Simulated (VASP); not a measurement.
Consider the following.

```
CELL_PARAMETERS angstrom
      0.00000     2.80638     2.80638
      2.80638     0.00000     2.80638
      2.80638     2.80638     0.00000
ATOMIC_POSITIONS crystal
  Pt 0.00000 0.00000 0.00000
  Se 0.25000 0.25000 0.25000
```

Calculation: PBEsol GGA, VASP's PBE PAW potentials (set 64) (plane waves; VASP). Numerical set-up: 400 eV cut-off, Gaussian smearing of 0.050 eV, potentials Pt Se.

Give the energies of bands 2 to 11 at the high-symmetry points, in eV from the Fermi level.

| band | Γ | X | U | L | W |
|---|---|---|---|---|---|
| 2 | -5.82 | -6.88 | -6.42 | -6.31 | -5.99 |
| 3 | -5.82 | -4.66 | -5.15 | -5.45 | -5.84 |
| 4 | -5.82 | -4.66 | -4.92 | -5.45 | -4.65 |
| 5 | -3.03 | -3.08 | -3.49 | -2.85 | -3.20 |
| 6 | -3.03 | -2.60 | -2.88 | -2.85 | -2.87 |
| 7 | 0.74 | -2.60 | -2.29 | -2.63 | -2.59 |
| 8 | 2.47 | -1.41 | -1.40 | 0.64 | -1.82 |
| 9 | 2.47 | -1.41 | -0.57 | 0.64 | -0.43 |
| 10 | 2.47 | 4.54 | 4.98 | 2.82 | 6.13 |
| 11 | 6.69 | 5.21 | 6.14 | 7.94 | 6.50 |

It has no gap at this level: it comes out as a metal or semimetal.

The structure was generated: PtSe was put into the zinc blende type (F-43m), which need not be its known phase. It was relaxed first, which changed the volume by -14 %.
